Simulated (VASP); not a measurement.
Data:

```
B31N31Si
1.0
    7.24888     0.00000     0.00000
    0.00000     7.24888     0.00000
    0.00000     0.00000     7.24888
B N Si
31 31 1
Cartesian
  3.61198   0.00596   0.01079
  5.41493   1.83092   0.02950
  5.41496   0.02446   1.83574
  7.23571   0.01011   0.01494
  1.78524   1.80901   7.24602
  3.61586   3.63020   7.24082
  5.43683   5.46053   7.24601
  1.78538   7.24127   1.81404
  3.50945   1.79358   1.79848
  5.45206   3.73624   1.79869
  3.61575   7.23609   3.63476
  5.45232   1.79352   3.74113
  5.43675   7.24130   5.46521
  7.23977   3.63400   0.01080
  1.80758   5.43860   7.24124
  7.22138   1.83081   1.83576
  1.78738   3.64009   1.79264
  3.60586   5.45857   1.79288
  7.23981   0.00589   3.63878
  1.78711   1.78784   3.64513
  5.45798   5.45862   3.64502
  1.80736   7.23648   5.44319
  3.60566   1.78774   5.46346
  5.45795   3.64017   5.46342
  0.00456   5.46049   1.81389
  0.00979   3.63031   3.63470
  1.82741   5.41853   3.61547
  0.00425   1.80901   5.46519
  1.82703   3.61063   5.42332
  3.63513   5.41861   5.42337
  0.00956   5.43851   5.44312
  4.51092   0.92949   0.93436
  6.31634   2.73494   0.93446
  6.31642   0.92934   2.73962
  0.89099   0.90639   0.91129
  2.69000   2.71395   0.87142
  4.53201   4.55574   0.87148
  6.33941   6.35481   0.91123
  2.68995   0.86672   2.71867
  6.37907   4.55591   2.71862
  4.53178   0.86662   4.56049
  6.37923   2.71403   4.56044
  6.33929   0.90647   6.35976
  0.89926   4.53315   0.89026
  2.71276   6.34659   0.89037
  0.90855   2.71157   2.71618
  2.70784   4.53789   2.64162
  4.53426   6.33732   2.71620
  0.89917   0.88557   4.53796
  2.70777   2.63678   4.54277
  4.60897   4.53792   4.54273
  6.36027   6.34659   4.53794
  2.71263   0.88550   6.35154
  4.53432   2.71150   6.34217
  6.36035   4.53316   6.35148
  0.90214   6.34368   2.71726
  0.92581   4.51782   4.52251
  2.72807   6.32014   4.52257
  0.90201   2.71245   6.34854
  2.72799   4.51780   6.32489
  4.53331   6.34368   6.34848
  0.90903   6.33699   6.34187
  3.94928   3.29643   3.30142
```
Cell charge +1.

The numbers are results of PBE GGA, VASP's PBE PAW potentials (set 64) (plane waves; VASP), not measurements. Numerical set-up: PREC = Normal, LREAL = Auto, ISYM = 0, NELECT = 251.0, 400 eV cut-off, 1×1×1 Γ-centred mesh, Gaussian smearing of 0.050 eV, potentials B N Si. Starting moments (MAGMOM): 63*0.0476. The cell's moment is fixed (NUPDOWN = 3).

At this cut-off the stress carries a Pulay error, which pulls relaxed volumes low. The cell is charged, with a uniform compensating background.  The supercell is sampled at Γ alone, which is coarse: total energies, pressure and levels can be off, energies of defects by several tenths of an eV.

Q: Estimate the cell moment, energy per atom (σ→0), pressure.

A: 
```
Item                            Value
---------------------  --------------
cell moment                   3.00 μB
energy per atom (σ→0)  -8.664 eV/atom
pressure                    -6.59 GPa
```

Q: Give the moment on each site (PAW-sphere projection).

A: 
```
site  moment (μB)
----  -----------
B1           0.00
B2           0.00
B3           0.00
B4           0.00
B5           0.01
B6           0.00
B7           0.01
B8           0.01
B9           0.21
B10          0.21
B11          0.00
B12          0.21
B13          0.01
B14          0.00
B15          0.00
B16          0.00
B17          0.00
B18          0.00
B19          0.00
B20          0.00
B21          0.00
B22          0.00
B23          0.00
B24          0.00
B25          0.01
B26          0.00
B27          0.00
B28          0.01
B29          0.00
B30          0.00
B31          0.00
N32          0.02
N33          0.02
N34          0.02
N35          0.03
N36          0.06
N37          0.06
N38          0.03
N39          0.06
N40          0.06
N41          0.06
N42          0.06
N43          0.03
N44          0.03
N45          0.03
N46          0.04
N47          0.04
N48          0.04
N49          0.03
N50          0.04
N51          0.04
N52          0.03
N53          0.03
N54          0.04
N55          0.03
N56          0.04
N57          0.03
N58          0.03
N59          0.04
N60          0.03
N61          0.04
N62          0.03
Si63         0.15
```

Only differences to runs with the same potentials and settings are physical.

The cell is a supercell with a defect, built from BN (zinc blende): Si_B-vac_N, charge +1.
